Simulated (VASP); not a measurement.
Method: HSE06 screened hybrid, VASP's PBE PAW potentials (set 64) (plane waves; VASP 6.6.1).

VASP input:

**POSCAR**
```
Te atom
1
   12.0000000000     0.0000000000     0.0000000000
    0.0000000000    12.5000000000     0.0000000000
    0.0000000000     0.0000000000    13.0000000000
Te
1
Direct
  0.0000000000   0.0000000000   0.0000000000
```

INCAR:
```
PRECFOCK  =  Fast
SIGMA  =  0.01
ENCUT  =  520
AEXX  =  0.25
LHFCALC  =  .TRUE.
LREAL  =  .FALSE.   ! projection in real space or not
LWAVE  =  .FALSE.
GGA  =  PE   ! PBE
LORBIT  =  10
NUPDOWN  =  2
PREC  =  Normal
EDIFF  =  1E-6   ! SCF stop (eV)
HFSCREEN  =  0.2   ! 1/Angstrom
LCHARG  =  .FALSE.
MAGMOM  =  2
SYSTEM  =  Te atom
LASPH  =  .TRUE.
NELM  =  200
ISPIN  =  2
ALGO  =  All
ISMEAR  =  0   ! Gaussian
LMAXMIX  =  4
ISYM  =  0
```

KPOINTS:
```
Automatic mesh
0
Gamma
1 1 1
0 0 0
```

POTCAR, in this order: Te (PBE.64 set). Program: vasp_gam. Read from the step before: WAVECAR.

Output of the run:

OUTCAR:
```
 ion  position               nearest neighbor table
   1  0.000  0.000  0.000-
 Subroutine IBZKPT returns following result:
 Found      1 irreducible k-points:

 Following reciprocal coordinates:
            Coordinates               Weight
  0.000000  0.000000  0.000000      1.000000
 Subroutine IBZKPT_HF returns following result:
   k-points           NKPTS =      1   k-points in BZ     NKDIM =      1   number of bands    NBANDS=      8
   number of dos      NEDOS =    301   number of ions     NIONS =      1
   total plane-waves  NPLWV = 392000
   dimension x,y,z NGX =    70 NGY =   70 NGZ =   80
   dimension x,y,z NGXF=   140 NGYF=  140 NGZF=  160
   ions per type =               1
   PREC   = normal    normal or accurate (medium, high low for compatibility)
   ISTART =      1    job   : 0-new  1-cont  2-samecut
   ICHARG =      0    charge: 1-file 2-atom 10-const
   ISPIN  =      2    spin polarized calculation?
   LNONCOLLINEAR =      F non collinear calculations
   LSORBIT =      F    spin-orbit coupling
   INIWAV =      1    electr: 0-lowe 1-rand  2-diag
   ENCUT  =  520.0 eV  38.22 Ry    6.18 a.u.  22.31 23.24 24.17*2*pi/ulx,y,z
   NELM   =    200;   NELMIN=  2; NELMDL=  0     # of ELM steps
   EDIFF  = 0.1E-05   stopping-criterion for ELM
   LREAL  =      F    real-space projection
   NLSPLINE    = F    spline interpolate recip. space projectors
   LMAXMIX     =    4 max onsite mixed and CHGCAR
   VOSKOWN=      0    Vosko Wilk Nusair interpolation
   EDIFFG = 0.1E-04   stopping-criterion for IOM
   NSW    =      0    number of steps for IOM
   NBLOCK =      1;   KBLOCK =      1    inner block; outer block
   IBRION =     -1    ionic relax: 0-MD 1-quasi-New 2-CG
   NFREE  =      0    steps in history (QN), initial steepest desc. (CG)
   ISIF   =      0    stress and relaxation
   ISYM   =      0    0-nonsym 1-usesym 2-fastsym
   TEIN   =    0.0    initial temperature
   TEBEG  =    0.0;   TEEND  =   0.0 temperature during run
   SMASS  =  -3.00    Nose mass-parameter (am)
   PSTRESS=    0.0 pullay stress
...
```

OSZICAR:
```
       N       E                     dE             d eps       ncg     rms           ort
SDA:   1    -0.116801320849E+01   -0.11680E+01    0.00000E+00     8   0.989E-01   0.000E+00
CGA:   2    -0.123488544802E+01   -0.66872E-01   -0.66872E-01     8   0.400E-01   0.157E-03
SDA:   3    -0.137126660647E+01   -0.13638E+00   -0.13718E+00     8   0.890E+01   0.493E-03
CGA:   4    -0.168710945662E+01   -0.31584E+00   -0.15574E+01     8   0.123E+00   0.629E-01
CGA:   5    -0.173286631166E+01   -0.45757E-01   -0.45741E-01     8   0.532E-01   0.211E-03
CGA:   6    -0.174763546636E+01   -0.14769E-01   -0.14771E-01     8   0.114E-01   0.293E-04
CGA:   7    -0.175187565914E+01   -0.42402E-02   -0.42391E-02     8   0.272E-02   0.222E-04
CGA:   8    -0.175282951815E+01   -0.95386E-03   -0.95377E-03     8   0.740E-03   0.361E-05
CGA:   9    -0.175307371062E+01   -0.24419E-03   -0.24419E-03     8   0.210E-03   0.141E-05
CGA:  10    -0.175315028201E+01   -0.76571E-04   -0.76574E-04     8   0.637E-04  -0.799E-07
CGA:  11    -0.175317704336E+01   -0.26761E-04   -0.26845E-04     8   0.225E-04  -0.931E-06
CGA:  12    -0.175318536775E+01   -0.83244E-05   -0.83480E-05     8   0.638E-05  -0.658E-06
CGA:  13    -0.175318741902E+01   -0.20513E-05   -0.20465E-05     8   0.147E-05  -0.360E-06
CGA:  14    -0.175318794186E+01   -0.52285E-06   -0.53177E-06     8   0.481E-06  -0.221E-06
   1 F= -.17531879E+01 E0= -.17531879E+01  d E =-.156509E-19  mag=     2.0000
```

File OUTCAR:
```
------------------------ aborting loop because EDIFF is reached ----------------------------------------
  volume of cell :     1950.00
      direct lattice vectors                 reciprocal lattice vectors
    12.000000000  0.000000000  0.000000000     0.083333333  0.000000000  0.000000000
     0.000000000 12.500000000  0.000000000     0.000000000  0.080000000  0.000000000
     0.000000000  0.000000000 13.000000000     0.000000000  0.000000000  0.076923077
 POSITION                                       TOTAL-FORCE (eV/Angst)
 -----------------------------------------------------------------------------------
      0.00000      0.00000      0.00000         0.000001      0.000001      0.000000
 -----------------------------------------------------------------------------------
    total drift:                                0.000001      0.000001      0.000000
  FREE ENERGIE OF THE ION-ELECTRON SYSTEM (eV)
  ---------------------------------------------------
  free  energy   TOTEN  =        -1.7531879419 eV

  energy  without entropy=       -1.7531879419  energy(sigma->0) =       -1.75318794

  exchange ACFDT corr.  =         0.00000000  see jH, gK, PRB 81, 115126

 total charge

# of ion       s       p       d       tot
------------------------------------------
    1        1.376   1.932   0.001   3.309

 magnetization (x)

# of ion       s       p       d       tot
------------------------------------------
    1        0.018   1.006   0.001   1.025
```
(Selected blocks of OUTCAR.)

The atom may not be in its lowest state.

The cell is a free atom in a box.
